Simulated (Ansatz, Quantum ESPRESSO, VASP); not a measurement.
One calculation of NbTe, 4 ways

```
Te Nb
1.0
     3.70297    0.00000    0.00000
    -1.85149    3.20687    0.00000
     0.00000    0.00000    3.69421
Te Nb
1 1
Direct
  0.66667 0.33333 0.00000
  0.00000 0.00000 0.50000
```

The cell comes from a database or a generator and needn't be the stable form of this composition.

Alike in all runs: task single point; functional PBE; k mesh 8 × 8 × 7; occupations fermi-dirac, width 0.05 eV; no spin polarisation; no spin-orbit coupling. Pressure is positive in compression and, in plane waves, holds the error of the finite cutoff, which Ansatz's Pulay term estimates and takes out.

```tsv
program and potentials	plane-wave cutoff (eV)	notes	pressure (GPa)
Ansatz, Ansatz PAW (earlier soft set)	420	14.5 valence electrons an atom on average; Pulay term of +0.03 GPa included	-0.62
Ansatz, all-electron LAPW, scalar-relativistic	-	-	-0.62
VASP, PBE PAW files Nb_sv, Te, 520 eV	520	9.5 valence electrons an atom on average	-0.85
Quantum ESPRESSO, SSSP 1.3 efficiency PBE	748	9.5 valence electrons an atom on average	-0.02
```

The pressure spans -0.85 (VASP, PBE PAW files Nb_sv, Te, 520 eV) to -0.02 GPa (Quantum ESPRESSO, SSSP 1.3 efficiency PBE), with all-electron results at -0.62.

The functional is the same throughout but for its coding, so the spread measures potentials, basis and numerics; runs on potential files found faulty are left out.

All four runs put the cell under slight tension, so PBE would favour a somewhat smaller volume, though at -0.02 GPa the Quantum ESPRESSO result is practically at equilibrium. The Ansatz PAW run reproduces the all-electron pressure, while VASP falls below it and Quantum ESPRESSO lies further off on the other side.

The valence counts suggest that the Ansatz set treats the Te 4d shell as valence and the other two sets freeze it in the core. That alone can't explain the spread, since the two sets with equal counts err in opposite directions. An incomplete plane-wave basis normally makes the pressure too negative, which could account for part of the VASP offset but not for the Quantum ESPRESSO one; the latter more probably reflects how its potentials were constructed. For a metal with stiff Nb–Te bonding, such differences should correspond to only small changes in equilibrium volume. A mean pressure near zero doesn't show that the axial ratio is relaxed, because stresses along and across the hexagonal axis can cancel.
